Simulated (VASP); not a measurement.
Output of a VASP run:

OSZICAR:
```
       N       E                     dE             d eps       ncg     rms          rms(c)
DAV:   1     0.251606073787E+03    0.25161E+03   -0.21902E+04  4320   0.475E+03
DAV:   2    -0.342558795435E+01   -0.25503E+03   -0.25214E+03  4048   0.648E+02
DAV:   3    -0.426565560120E+02   -0.39231E+02   -0.38820E+02  4729   0.177E+02
DAV:   4    -0.441198814356E+02   -0.14633E+01   -0.14569E+01  4556   0.411E+01
DAV:   5    -0.441466868724E+02   -0.26805E-01   -0.26708E-01  4899   0.573E+00    0.230E+00
DAV:   6    -0.401085040977E+02    0.40382E+01   -0.51015E-01  4839   0.173E+01    0.125E+00
DAV:   7    -0.390671373324E+02    0.10414E+01   -0.86057E-01  4097   0.755E+00    0.519E-01
DAV:   8    -0.399106823481E+02   -0.84355E+00   -0.31148E-01  4076   0.392E+00    0.346E-01
DAV:   9    -0.399777630856E+02   -0.67081E-01   -0.82377E-02  4560   0.170E+00    0.115E-01
DAV:  10    -0.399744398245E+02    0.33233E-02   -0.75515E-03  4853   0.141E+00    0.128E-01
DAV:  11    -0.399769995298E+02   -0.25597E-02   -0.13350E-03  4099   0.674E-01    0.839E-02
DAV:  12    -0.399774001771E+02   -0.40065E-03   -0.91527E-04  4801   0.472E-01    0.441E-02
DAV:  13    -0.399786122704E+02   -0.12121E-02   -0.54454E-04  4329   0.223E-01    0.153E-02
DAV:  14    -0.399786363501E+02   -0.24080E-04   -0.68347E-05  4712   0.147E-01    0.115E-02
DAV:  15    -0.399786470278E+02   -0.10678E-04   -0.21032E-05  5180   0.151E-01    0.390E-03
DAV:  16    -0.399786524991E+02   -0.54713E-05   -0.12058E-05  4873   0.561E-02    0.133E-03
DAV:  17    -0.399786550806E+02   -0.25815E-05   -0.30136E-06  4099   0.192E-02    0.114E-03
DAV:  18    -0.399786557936E+02   -0.71306E-06   -0.84587E-07  3849   0.157E-02    0.953E-04
DAV:  19    -0.399786561268E+02   -0.33316E-06   -0.34811E-07  3920   0.263E-02    0.349E-04
DAV:  20    -0.399786565906E+02   -0.46377E-06   -0.34371E-07  3420   0.542E-03    0.141E-04
DAV:  21    -0.399786566547E+02   -0.64138E-07   -0.22063E-08  2084   0.222E-03
   1 F= -.39978657E+02 E0= -.39978467E+02  d E =-.570059E-03
```

### OUTCAR
```
------------------------ aborting loop because EDIFF is reached ----------------------------------------
  FORCE on cell =-STRESS in cart. coord.  units (eV):
  Direction    XX          YY          ZZ          XY          YZ          ZX
  --------------------------------------------------------------------------------------
  Total        0.1885883      0.1885882     -0.0677278      0.0000000     -0.0000000      0.0000000
  in kB        5.3895267      5.3895245     -1.9355419      0.0000000     -0.0000000      0.0000000
  external PRESSURE =       2.9478364 kB  Pullay stress =       0.0000000 kB
  volume of cell :       56.06
      direct lattice vectors                 reciprocal lattice vectors
     4.878256711  0.000000000  0.000000000     0.204991262  0.118351785  0.000000000
    -2.439128355  4.224693350  0.000000000     0.000000000  0.236703570  0.000000000
     0.000000000  0.000000000  2.720287743     0.000000000  0.000000000  0.367608170
 POSITION                                       TOTAL-FORCE (eV/Angst)
 -----------------------------------------------------------------------------------
      0.00000      0.00000      0.00000        -0.000000     -0.000000     -0.114125
     -0.00000      2.81646      1.46014        -0.000000      0.000000      0.011847
      2.43913      1.40823      1.36014         0.000000     -0.000000      0.102278
 -----------------------------------------------------------------------------------
    total drift:                               -0.000001      0.000000     -0.001595
  FREE ENERGIE OF THE ION-ELECTRON SYSTEM (eV)
  ---------------------------------------------------
  free  energy   TOTEN  =       -39.9786566547 eV

  energy  without entropy=      -39.9780865958  energy(sigma->0) =      -39.97846664
```
(Selected blocks of OUTCAR.)

File POSCAR:
```
Ge
1
    4.8782567109     0.0000000000    -0.0000000000
   -2.4391283554     4.2246933501     0.0000000000
    0.0000000000     0.0000000000     2.7202877429
Ge
3
Direct
  0.0000000000   0.0000000000   1.0000000000
  0.3333330000   0.6666670000   0.5367608170
  0.6666670000   0.3333330000   0.5000000000
```

**Question.** Write an INCAR and KPOINTS that could have produced this output.

**Answer.** One answer among several that fit: the input of the run itself, r2SCAN meta-GGA, plane waves, VASP's PBE PAW potentials (set 64).

KPOINTS:
```
Regular mesh
0
gamma
 8 8 10
```

**INCAR**
```
SYSTEM = Ge
PREC = Accurate
ENCUT = 480
EDIFF = 1E-7
NELM = 100
ALGO = Normal
LREAL = .FALSE.
LASPH = .TRUE.
ISMEAR = 1
SIGMA = 0.1
METAGGA = R2SCAN
LMIXTAU = .TRUE.
LMAXMIX = 4
LWAVE = .FALSE.
LCHARG = .FALSE.
ISIF = 2
```

POTCAR, in this order: Ge_d (PBE.64 set). Program: vasp_std.

The structure was generated: Ge was put into the omega type (P6/mmm), which need not be its known phase. This cell was strained or had an atom moved on purpose.
